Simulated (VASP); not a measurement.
Consider the following.

```xyz
2
Lattice="0.0000 2.8856 2.8856 2.8856 0.0000 2.8856 2.8856 2.8856 0.0000" Properties=species:S:1:pos:R:3 pbc="T T T"
Ge     0.0000     0.0000     0.0000
Ge     1.4428     1.4428     1.4428
```

Calculation: PBE GGA, VASP's PBE PAW potentials (set 64) (plane waves; VASP). Numerical set-up: 400 eV cut-off, 7×7×7 Γ-centred mesh, Gaussian smearing of 0.050 eV, potentials Ge_d.

Predict the energy per atom (σ→0), band gap (on the k-mesh) with the smallest direct gap where there is one.

```json
{
  "band gap (on the k-mesh)": "none (metal, semimetal or under 0.01 eV)",
  "energy per atom (σ→0)": "-4.508 eV/atom"
}
```

The absolute energy has meaning only against runs of the same code, potentials and settings.

The compound is Ge in the diamond structure. The cell was not relaxed at this level.
